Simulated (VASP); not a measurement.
Sn2GeO2, 5 atoms in the cell. The structure is tetragonal, space group P4mm (No. 99). The conventional cell has a = 3.844 Å, b = 3.844 Å, c = 6.355 Å, α = 90.00°, β = 90.00°, γ = 90.00°. Around Sn (site symmetry 4mm) lie 4 O at 2.14 Å. Sn (site symmetry 4mm) is surrounded by 4 O at 2.43 Å. Ge (site symmetry 4mm) has 5 Sn at 2.72 to 2.97 Å as nearest neighbours. O (site symmetry 2mm) has 4 Sn at 2.14 to 2.43 Å as nearest neighbours. The cell was built by a generator and needn't be a form met in nature.

* Program: VASP 6.6.1
* Task: relaxation of cell and atoms
* Functional: PBE
* Potentials or basis: VASP PAW PBE potentials, release 64 (Sn_d, Ge_d, O)
* Cutoff: 520 eV
* k mesh: 8 × 8 × 6
* Occupations: gaussian, width 0.1 eV
* Spin: no spin polarisation
* Further INCAR settings: ALGO = Normal; EDIFF = 1e-07; IBRION = 2; POTIM = 0.3; EDIFFG = -0.005; NSW = 60; ISIF = 3

Potentials or basis: VASP PAW PBE potentials, release 64 (Sn_d, Ge_d, O).

The run is started by

```bash
$ cat potpaw_PBE.64/Sn_d/POTCAR potpaw_PBE.64/Ge_d/POTCAR potpaw_PBE.64/O/POTCAR > POTCAR
$ mpirun -np 4 vasp_std > vasp.out
```

Hardware: 4 MPI ranks on Intel(R) Xeon(R) 6975P-C (Granite Rapids), with other jobs on the host.

Q: Estimate the wall time of this run.

A: Run time: 74 s on 4 MPI ranks on Intel(R) Xeon(R) 6975P-C (Granite Rapids), on a shared host, peak memory 0.31 GiB a rank. Counts: scf iterations 22, k points 60, ion steps 2.
